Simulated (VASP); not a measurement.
Method: HSE06 screened hybrid, VASP's PBE PAW potentials (set 64) (plane waves; VASP).

The input files of a VASP run:

File POSCAR:
```
Mg32HO32
16.9739180
  0.5000000009   0.0000000000   0.0000000000
  0.0000000000   0.5000000009   0.0000000000
  0.0000000000   0.0000000000   0.5000000009
Mg O H
32 32 1
Direct
  0.5000162211   0.9994989928   0.9992401930
  0.7506267035   0.2500722115   0.9992164734
  0.7506515044   0.9994125887   0.2498224789
  0.9997998564   0.9998160406   0.9997791670
  0.2489751447   0.2490427976   0.9984036467
  0.5010573815   0.5011640412   0.9983226316
  0.7501872085   0.7503235611   0.9996301231
  0.2489626466   0.9985949622   0.2489044808
  0.5030617504   0.2472757658   0.2469863258
  0.7514442853   0.5011649803   0.2488165494
  0.5011160305   0.9985128738   0.5009232354
  0.7515422931   0.2490547391   0.5009370673
  0.7501136278   0.9998322302   0.7501421378
  0.9993020234   0.5000666044   0.9991464154
  0.2500080707   0.7507024411   0.9992446915
  0.9984412473   0.2490383062   0.2488763202
  0.2469878014   0.5030991362   0.2469113523
  0.5010156277   0.7515317979   0.2488445228
  0.9990113349   0.9990843809   0.5000089628
  0.2462613357   0.2464442726   0.5034830455
  0.5030589007   0.5031031174   0.5028430145
  0.7505771931   0.7507329755   0.4999142070
  0.2499208584   0.9992066751   0.7507031055
  0.5010297189   0.2490573319   0.7513352612
  0.7506559242   0.5001222336   0.7505458401
  0.9993252401   0.7507059315   0.2498282079
  0.9983043674   0.5011925002   0.5009797909
  0.2489773594   0.7515923703   0.5009164602
  0.9991439126   0.2498955320   0.7507121905
  0.2489592049   0.5010836077   0.7513507446
  0.4999918533   0.7507661288   0.7505271355
  0.9998016350   0.7501683620   0.7501402516
  0.7501776869   0.2499980979   0.2497303034
  0.9999189642   0.5002335578   0.2497260560
  0.9997466329   0.2497861792   0.5001511834
  0.2426205060   0.2428109093   0.2426527392
  0.5071252308   0.5071663154   0.2429728933
  0.7509112560   0.7510405265   0.2496821400
  0.9989523086   0.9990331875   0.2497713707
  0.5075112640   0.2428437477   0.5072366339
  0.7501689915   0.5002774128   0.5000289782
  0.9989261277   0.7509737410   0.5000914084
  0.7509427097   0.2498848919   0.7509047315
  0.9989687215   0.5001464532   0.7508696477
  0.9989825862   0.2498595727   0.9989275957
  0.2499057536   0.7502193498   0.2497328751
  0.5001407463   0.0001205444   0.2497437900
  0.2426150786   0.5075720078   0.5072870428
  0.5001376779   0.7502589868   0.4999852144
  0.7508920013   0.9990353457   0.5000851351
  0.2497657173   0.2498041188   0.7500732429
  0.5001138611   0.5002269367   0.7498888537
  0.7499599441   0.7500611657   0.7499273701
  0.9999044888   0.9999170186   0.7499925169
  0.5001133845   0.2500424805   0.9997757457
  0.7508643614   0.5002797985   0.9988929979
  0.9999945629   0.7500259737   0.9998628115
  0.2497411078   0.9998696984   0.5001193663
  0.2498442732   0.7510207303   0.7509161532
  0.5001085426   0.9990923396   0.7508583955
  0.2499064668   0.5001668759   0.9997752414
  0.5001698893   0.7509696030   0.9989349937
  0.7499631809   0.0000844527   0.9998649407
  0.2498537521   0.9990928530   0.9989624447
  0.3737809609   0.3741156368   0.3759991568
```

**INCAR**
```
# general
SYSTEM  =Mg32HO32
PREC    =Normal
ENCUT   =400
LREAL   =Auto
LASPH   =.TRUE.   # aspherical one-centre terms
ISYM    =0

# electronic loop
EDIFF   =1E-5   # SCF stop (eV)
NELM    =50   # most electronic steps
NELMIN  =4
ALGO    =Normal

# smearing
ISMEAR  =0
SIGMA   =0.05   # width (eV)

# functional
GGA     =PE   # PBE
LHFCALC =.TRUE.
AEXX    =0.25
HFSCREEN=0.2
PRECFOCK=Fast

# spin
ISPIN   =2
MAGMOM  =65*0.0154
NUPDOWN =1

# ions
ISIF    =0

# output
LWAVE   =.FALSE.
LCHARG  =.FALSE.
LORBIT  =10
```

### KPOINTS
```
Automatic mesh
0
Gamma
1 1 1
0 0 0
```

POTCAR, in this order: Mg O H (PBE.64 set). Program: vasp_gam. Read from the step before: WAVECAR.

What VASP printed:

**OUTCAR**
```
 ion  position               nearest neighbor table
   1  0.500  0.999  0.999-  60 2.11  62 2.11  63 2.12  64 2.12  47 2.13  55 2.13   9 2.97  31 2.99
                            24 2.99  18 2.99  23 2.99  15 2.99  13 3.00   7 3.00   5 3.00   8 3.00
   2  0.751  0.250  0.999-  43 2.11  45 2.11  63 2.12  56 2.12  55 2.13  33 2.13   9 2.97  29 2.98
                            16 2.99  24 2.99  14 2.99  25 2.99  13 3.00   4 3.00   6 3.00  10 3.00
   3  0.751  0.999  0.250-  39 2.11  38 2.11  63 2.12  50 2.12  47 2.13  33 2.13   9 2.97  26 2.98
                            16 2.99  18 2.99  19 2.99  22 2.99   4 3.00   7 3.00  11 3.00  12 3.01
   4  1.000  1.000  1.000-  54 2.12  57 2.12  63 2.12  39 2.12  45 2.12  64 2.12   8 2.99  16 2.99
                             5 2.99   7 3.00  29 3.00  26 3.00   3 3.00  23 3.00  32 3.00  13 3.00
   5  0.249  0.249  0.998-  36 2.07  51 2.11  64 2.12  45 2.12  61 2.13  55 2.13  29 2.99  23 2.99
                             4 2.99  30 3.00  24 3.00   1 3.00  14 3.00   8 3.01  16 3.01  17 3.02
   6  0.501  0.501  0.998-  37 2.08  52 2.11  62 2.12  56 2.12  55 2.13  61 2.13  25 2.98  31 2.99
                             7 2.99  30 3.00  24 3.00  15 3.00   2 3.00  10 3.01  18 3.01   9 3.02
   7  0.750  0.750  1.000-  53 2.12  63 2.12  57 2.12  62 2.12  56 2.12  38 2.12   6 2.99  10 2.99
                            18 2.99  13 2.99  32 3.00   4 3.00   3 3.00  25 3.00  31 3.00  26 3.00
   8  0.249  0.999  0.249-  36 2.07  46 2.11  64 2.12  39 2.12  47 2.13  58 2.13  26 2.99  15 2.99
                             4 2.99  28 2.99  18 3.00   1 3.00   5 3.01  16 3.01  19 3.01  20 3.02
   9  0.503  0.247  0.247-  65 1.89  33 2.10  47 2.10  55 2.10  37 2.21  40 2.21  36 2.21   2 2.97
                             3 2.97   1 2.97  10 3.01  12 3.02   6 3.02   5 3.02  11 3.02   8 3.02
  10  0.751  0.501  0.249-  37 2.07  34 2.11  38 2.12  56 2.12  33 2.13  41 2.13  26 2.99  14 2.99
                             7 2.99  27 2.99  16 3.00  22 3.00   2 3.00  18 3.01   6 3.01   9 3.01
  11  0.501  0.999  0.501-  40 2.08  49 2.11  50 2.12  60 2.12  47 2.13  58 2.13  22 2.98  31 2.98
                            13 2.99  18 3.00  28 3.00   3 3.00  24 3.01  12 3.01  23 3.01   9 3.02
  12  0.752  0.249  0.501-  40 2.07  35 2.11  43 2.12  50 2.12  33 2.13  41 2.13  29 2.98  19 2.99
                            13 2.99  27 2.99  16 2.99  25 3.00   3 3.01  24 3.01  11 3.01   9 3.02
  13  0.750  1.000  0.750-  63 2.12  53 2.12  54 2.12  60 2.12  43 2.12  50 2.12  11 2.99  24 2.99
                            12 2.99   7 2.99  19 2.99  29 3.00  31 3.00   1 3.00   2 3.00   4 3.00
  14  0.999  0.500  0.999-  44 2.11  56 2.11  57 2.12  45 2.12  34 2.13  61 2.13  17 2.97  25 2.98
                            30 2.99  10 2.99  29 2.99   2 2.99  32 3.00   7 3.00   5 3.00  16 3.01
  15  0.250  0.751  0.999-  59 2.11  64 2.11  57 2.12  62 2.12  46 2.13  61 2.13  17 2.97  23 2.98
                            30 2.99   8 2.99  31 2.99   1 2.99  32 3.00   4 3.00   6 3.00  18 3.00
  16  0.998  0.249  0.249-  36 2.07  33 2.11  45 2.12  39 2.12  34 2.13  35 2.13   3 2.99   2 2.99
                             4 2.99  12 2.99  10 3.00  14 3.01   8 3.01   5 3.01  19 3.01  20 3.02
  17  0.247  0.503  0.247-  65 1.89  34 2.10  46 2.10  61 2.10  37 2.21  36 2.21  48 2.21  26 2.97
                            15 2.97  14 2.97  18 3.02  28 3.02   5 3.02  16 3.02   6 3.02  27 3.02
  18  0.501  0.752  0.249-  37 2.08  47 2.11  38 2.12  62 2.12  46 2.13  49 2.13   3 2.99   1 2.99
                             7 2.99  11 3.00   8 3.00  15 3.00  22 3.00  10 3.01   6 3.01  21 3.02
  19  0.999  0.999  0.500-  42 2.11  50 2.11  54 2.12  39 2.12  35 2.13  58 2.13  20 2.97  22 2.98
                            12 2.99  28 2.99   3 2.99  26 2.99  13 2.99  32 2.99   8 3.01  16 3.01
  20  0.246  0.246  0.503-  65 1.88  35 2.09  58 2.09  51 2.09  36 2.21  48 2.22  40 2.22  29 2.97
                            23 2.97  19 2.97  16 3.02   8 3.02  30 3.02  24 3.02  27 3.02  11 3.02
  21  0.503  0.503  0.503-  65 1.89  52 2.10  41 2.10  49 2.10  37 2.21  40 2.21  48 2.21  22 2.97
                            25 2.97  31 2.97  10 3.02  18 3.02  12 3.02  24 3.02  28 3.02  30 3.02
  22  0.751  0.751  0.500-  50 2.11  42 2.11  53 2.12  38 2.12  49 2.13  41 2.13  21 2.97  19 2.98
                            11 2.98  27 2.98   3 2.99  26 2.99  13 3.00  32 3.00  18 3.00  10 3.00
  23  0.250  0.999  0.751-  59 2.11  64 2.11  54 2.12  60 2.12  58 2.13  51 2.13  20 2.97  15 2.98
                            28 2.99   5 2.99  31 2.99   1 2.99  32 3.00   4 3.00  24 3.01  11 3.01
  24  0.501  0.249  0.751-  40 2.07  55 2.11  43 2.12  60 2.12  52 2.13  51 2.13   1 2.99   2 2.99
                            13 2.99   6 3.00   5 3.00  25 3.00  12 3.01  11 3.01  23 3.01  21 3.02
  25  0.751  0.500  0.751-  44 2.11  56 2.11  53 2.12  43 2.12  41 2.13  52 2.13  21 2.97  27 2.98
                            14 2.98   6 2.98  29 2.99   2 2.99  32 3.00   7 3.00  12 3.00  24 3.00
  26  0.999  0.751  0.250-  39 2.11  38 2.11  57 2.12  42 2.12  34 2.13  46 2.13  17 2.97   3 2.98
                            10 2.99   8 2.99  19 2.99  22 2.99   4 3.00   7 3.00  27 3.00  28 3.01
  27  0.998  0.501  0.501-  48 2.07  41 2.11  42 2.12  44 2.12  34 2.13  35 2.13  25 2.98  22 2.98
                            32 2.99  12 2.99  10 2.99  26 3.00  30 3.01  29 3.01  28 3.01  20 3.02
  28  0.249  0.752  0.501-  48 2.07  58 2.11  59 2.12  42 2.12  49 2.13  46 2.13  23 2.99  19 2.99
                            32 2.99   8 2.99  11 3.00  31 3.00  26 3.01  30 3.01  27 3.01  17 3.02
  29  0.999  0.250  0.751-  43 2.11  45 2.11  54 2.12  44 2.12  35 2.13  51 2.13  20 2.97   2 2.98
                            12 2.98   5 2.99  14 2.99  25 2.99  13 3.00   4 3.00  30 3.01  27 3.01
  30  0.249  0.501  0.751-  48 2.07  61 2.11  59 2.12  44 2.12  52 2.13  51 2.13  14 2.99  15 2.99
                            32 2.99   6 3.00   5 3.00  31 3.00  28 3.01  29 3.01  27 3.01  20 3.02
  31  0.500  0.751  0.751-  60 2.11  62 2.11  53 2.12  59 2.12  52 2.13  49 2.13  21 2.97  11 2.98
                             6 2.99   1 2.99  23 2.99  15 2.99  13 3.00   7 3.00  28 3.00  30 3.00
  32  1.000  0.750  0.750-  57 2.12  54 2.12  53 2.12  44 2.12  59 2.12  42 2.12  27 2.99  30 2.99
                            28 2.99  19 2.99   7 3.00  14 3.00  23 3.00  25 3.00   4 3.00  15 3.00
  33  0.750  0.250  0.250-   9 2.10  16 2.11   2 2.13   3 2.13  10 2.13  12 2.13
  34  1.000  0.500  0.250-  17 2.10  10 2.11  26 2.13  14 2.13  16 2.13  27 2.13
  35  1.000  0.250  0.500-  20 2.09  12 2.11  29 2.13  19 2.13  16 2.13  27 2.13
  36  0.243  0.243  0.243-  16 2.07   8 2.07   5 2.07  17 2.21   9 2.21  20 2.21
  37  0.507  0.507  0.243-  10 2.07  18 2.08   6 2.08  21 2.21   9 2.21  17 2.21
  38  0.751  0.751  0.250-   3 2.11  26 2.11  10 2.12  18 2.12   7 2.12  22 2.12
  39  0.999  0.999  0.250-   3 2.11  26 2.11   4 2.12  16 2.12   8 2.12  19 2.12
  40  0.508  0.243  0.507-  12 2.07  24 2.07  11 2.08   9 2.21  21 2.21  20 2.22
  41  0.750  0.500  0.500-  21 2.10  27 2.11  22 2.13  25 2.13  10 2.13  12 2.13
  42  0.999  0.751  0.500-  19 2.11  22 2.11  27 2.12  32 2.12  28 2.12  26 2.12
...
```

### OSZICAR
```
       N       E                     dE             d eps       ncg     rms          rms(c)
DAV:   1    -0.456141088717E+03   -0.45614E+03   -0.80456E+00   652   0.793E+00    0.169E+00
DAV:   2    -0.456216330119E+03   -0.75241E-01   -0.19292E-01   720   0.102E+00    0.108E+00
DAV:   3    -0.456198088980E+03    0.18241E-01   -0.18763E-02   704   0.309E-01    0.685E-01
DAV:   4    -0.456193747871E+03    0.43411E-02   -0.52786E-03   720   0.159E-01    0.442E-01
DAV:   5    -0.456192194757E+03    0.15531E-02   -0.61968E-04   718   0.904E-02    0.259E-01
DAV:   6    -0.456191647745E+03    0.54701E-03   -0.27553E-04   692   0.619E-02    0.146E-01
DAV:   7    -0.456191466919E+03    0.18083E-03   -0.64491E-05   696   0.325E-02    0.848E-02
DAV:   8    -0.456191403793E+03    0.63127E-04   -0.26503E-05   454   0.202E-02    0.507E-02
DAV:   9    -0.456191382758E+03    0.21035E-04   -0.12418E-05   376   0.133E-02    0.304E-02
DAV:  10    -0.456191375542E+03    0.72155E-05   -0.34986E-06   376   0.695E-03
   1 F= -.45619138E+03 E0= -.45619138E+03  d E =-.391774E-11  mag=     1.0000
```

**OUTCAR**
```
------------------------ aborting loop because EDIFF is reached ----------------------------------------
  volume of cell :      611.30
      direct lattice vectors                 reciprocal lattice vectors
     8.486959016  0.000000000  0.000000000     0.117827834  0.000000000  0.000000000
     0.000000000  8.486959016  0.000000000     0.000000000  0.117827834  0.000000000
     0.000000000  0.000000000  8.486959016     0.000000000  0.000000000  0.117827834
  FREE ENERGIE OF THE ION-ELECTRON SYSTEM (eV)
  ---------------------------------------------------
  free  energy   TOTEN  =      -456.1913755422 eV

  energy  without entropy=     -456.1913755422  energy(sigma->0) =     -456.19137554

  exchange ACFDT corr.  =         0.00000000  see jH, gK, PRB 81, 115126

 total charge

# of ion       s       p       d       tot
------------------------------------------
    1        0.140   0.172   0.074   0.387
    2        0.140   0.172   0.074   0.387
    3        0.140   0.172   0.074   0.387
    4        0.140   0.171   0.073   0.385
    5        0.141   0.173   0.075   0.389
    6        0.141   0.173   0.075   0.389
    7        0.140   0.171   0.073   0.385
    8        0.141   0.173   0.075   0.389
    9        0.138   0.168   0.072   0.378
   10        0.141   0.173   0.075   0.389
   11        0.141   0.173   0.075   0.389
   12        0.141   0.173   0.075   0.389
   13        0.140   0.171   0.073   0.385
   14        0.140   0.172   0.074   0.387
   15        0.140   0.172   0.074   0.387
   16        0.141   0.173   0.075   0.389
   17        0.138   0.168   0.072   0.378
   18        0.141   0.173   0.075   0.389
   19        0.141   0.173   0.074   0.387
   20        0.138   0.169   0.072   0.380
   21        0.138   0.168   0.072   0.379
   22        0.140   0.173   0.074   0.387
   23        0.140   0.173   0.074   0.387
   24        0.141   0.173   0.075   0.389
   25        0.140   0.172   0.074   0.387
   26        0.140   0.172   0.074   0.387
   27        0.141   0.173   0.075   0.389
   28        0.141   0.173   0.075   0.389
   29        0.140   0.173   0.074   0.387
   30        0.141   0.173   0.075   0.389
   31        0.140   0.172   0.074   0.387
   32        0.140   0.171   0.073   0.385
   33        1.570   3.589   0.000   5.159
   34        1.570   3.589   0.000   5.159
   35        1.570   3.589   0.000   5.159
   36        1.579   3.563   0.000   5.142
   37        1.578   3.565   0.000   5.143
   38        1.570   3.591   0.000   5.162
   39        1.570   3.591   0.000   5.162
   40        1.579   3.564   0.000   5.142
   41        1.570   3.589   0.000   5.159
   42        1.570   3.592   0.000   5.162
   43        1.570   3.592   0.000   5.162
   44        1.570   3.592   0.000   5.162
   45        1.570   3.592   0.000   5.162
   46        1.570   3.589   0.000   5.159
   47        1.570   3.589   0.000   5.159
   48        1.579   3.563   0.000   5.142
   49        1.570   3.589   0.000   5.159
   50        1.570   3.592   0.000   5.162
   51        1.570   3.589   0.000   5.159
   52        1.570   3.589   0.000   5.159
   53        1.570   3.589   0.000   5.159
   54        1.570   3.589   0.000   5.159
   55        1.570   3.589   0.000   5.159
   56        1.570   3.592   0.000   5.162
   57        1.570   3.589   0.000   5.159
   58        1.570   3.589   0.000   5.159
   59        1.570   3.592   0.000   5.162
   60        1.570   3.592   0.000   5.162
   61        1.570   3.589   0.000   5.159
   62        1.570   3.591   0.000   5.162
   63        1.570   3.589   0.000   5.159
   64        1.570   3.592   0.000   5.162
   65        0.526   0.016   0.000   0.542
--------------------------------------------------
tot         55.292 120.307   2.369 177.968

 magnetization (x)

# of ion       s       p       d       tot
------------------------------------------
    1        0.000   0.000   0.000   0.000
    2        0.000   0.000   0.000   0.000
    3        0.000   0.000   0.000   0.000
    4        0.000  -0.000  -0.000   0.000
    5        0.001   0.000   0.000   0.001
    6        0.000   0.000   0.000   0.001
    7        0.000  -0.000  -0.000   0.000
    8        0.000   0.000   0.000   0.001
    9       -0.001   0.000   0.002   0.002
   10        0.000   0.000   0.000   0.001
   11        0.000   0.000   0.000   0.001
   12        0.001   0.000   0.000   0.001
   13        0.000  -0.000  -0.000   0.000
   14        0.000   0.000   0.000   0.000
   15        0.000   0.000   0.000   0.000
   16        0.000   0.000   0.000   0.001
   17       -0.001   0.000   0.002   0.002
   18        0.000   0.000   0.000   0.001
   19        0.000   0.000   0.000   0.000
   20       -0.001   0.001   0.002   0.002
...
```
(Selected blocks of OUTCAR.)

**OUTCAR**
```
 val. band max:        3.9609273548   @ k =   0.0000   0.0000   0.0000

 cond. band min:       6.9434574302   @ k =   0.0000   0.0000   0.0000


 Fermi energy:         4.2227983205

 spin component 1

 k-point     1 :       0.0000    0.0000    0.0000
  band No.  band energies     occupation
      1     -16.9475      1.00000
      2     -16.1990      1.00000
      3     -16.1981      1.00000
      4     -16.1979      1.00000
      5     -16.1904      1.00000
      6     -16.1708      1.00000
      7     -16.1706      1.00000
      8     -15.7774      1.00000
      9     -15.7760      1.00000
     10     -15.7735      1.00000
     11     -15.7470      1.00000
     12     -15.7103      1.00000
     13     -15.7102      1.00000
     14     -15.7053      1.00000
     15     -15.7048      1.00000
     16     -15.7045      1.00000
     17     -15.7008      1.00000
     18     -15.6996      1.00000
     19     -15.6994      1.00000
     20     -15.6326      1.00000
     21     -15.6293      1.00000
     22     -15.6288      1.00000
     23     -15.6278      1.00000
     24     -15.3917      1.00000
     25     -15.3914      1.00000
     26     -15.3881      1.00000
     27     -15.3187      1.00000
     28     -15.3186      1.00000
     29     -15.3185      1.00000
     30     -15.3174      1.00000
     31     -15.3171      1.00000
     32     -15.3170      1.00000
     33      -4.3132      1.00000
     34      -3.0536      1.00000
     35      -3.0532      1.00000
     36      -3.0530      1.00000
     37      -2.8552      1.00000
     38      -2.5099      1.00000
     39      -2.5098      1.00000
     40      -2.3137      1.00000
     41      -1.8971      1.00000
     42      -1.8971      1.00000
     43      -1.8967      1.00000
     44      -1.8965      1.00000
     45      -1.8958      1.00000
     46      -1.8955      1.00000
     47      -1.8770      1.00000
     48      -1.8767      1.00000
     49      -1.8422      1.00000
...
```

The supercell is sampled at Γ alone, which is coarse: total energies, pressure and levels can be off, energies of defects by several tenths of an eV.

The cell is a supercell with a defect, built from MgO (rock salt): H_i. The cell's shape comes from a PBE relaxation.
